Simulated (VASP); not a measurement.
Given:

```
CELL_PARAMETERS angstrom
      4.07860     0.00000     0.00000
     -2.03930     3.53217     0.00000
      0.00000     0.00000     6.70383
ATOMIC_POSITIONS crystal
  Sc 0.33333 0.66667 0.00022
  Sc 0.66667 0.33333 0.50022
  S  0.33333 0.66667 0.37478
  S  0.66667 0.33333 0.87478
```

The numbers are results of PBE GGA, VASP's PBE PAW potentials (set 64) (plane waves; VASP), not measurements. Run with 400 eV cut-off, Gaussian smearing of 0.050 eV, potentials Sc_sv S.

Q: Give the energies of bands 11 to 20 at the high-symmetry points, in eV from the Fermi level.

A: 
```json
[
 {"band": "11", "Γ": "-5.74", "M": "-5.58", "K": "-5.08", "A": "-5.27", "L": "-5.75", "H": "-5.37"},
 {"band": "12", "Γ": "-4.47", "M": "-5.38", "K": "-4.92", "A": "-5.27", "L": "-5.75", "H": "-5.37"},
 {"band": "13", "Γ": "-4.46", "M": "-4.76", "K": "-4.89", "A": "-4.40", "L": "-4.35", "H": "-5.00"},
 {"band": "14", "Γ": "-4.46", "M": "-4.33", "K": "-4.89", "A": "-4.40", "L": "-4.35", "H": "-5.00"},
 {"band": "15", "Γ": "-4.31", "M": "-4.30", "K": "-4.50", "A": "-4.40", "L": "-4.24", "H": "-4.05"},
 {"band": "16", "Γ": "-4.31", "M": "-4.17", "K": "-4.50", "A": "-4.40", "L": "-4.24", "H": "-4.05"},
 {"band": "17", "Γ": "0.37", "M": "-0.50", "K": "-0.25", "A": "0.89", "L": "0.13", "H": "-0.10"},
 {"band": "18", "Γ": "0.37", "M": "-0.05", "K": "0.03", "A": "0.89", "L": "0.13", "H": "-0.10"},
 {"band": "19", "Γ": "0.47", "M": "0.62", "K": "0.03", "A": "0.89", "L": "1.00", "H": "0.83"},
 {"band": "20", "Γ": "0.94", "M": "1.09", "K": "0.10", "A": "0.89", "L": "1.01", "H": "0.83"}
]
```

It has no gap at this level: it comes out as a metal or semimetal.

The structure was generated: ScS was put into the wurtzite type (P6_3mc), which need not be its known phase. It was relaxed first, which changed the volume by -25 %.
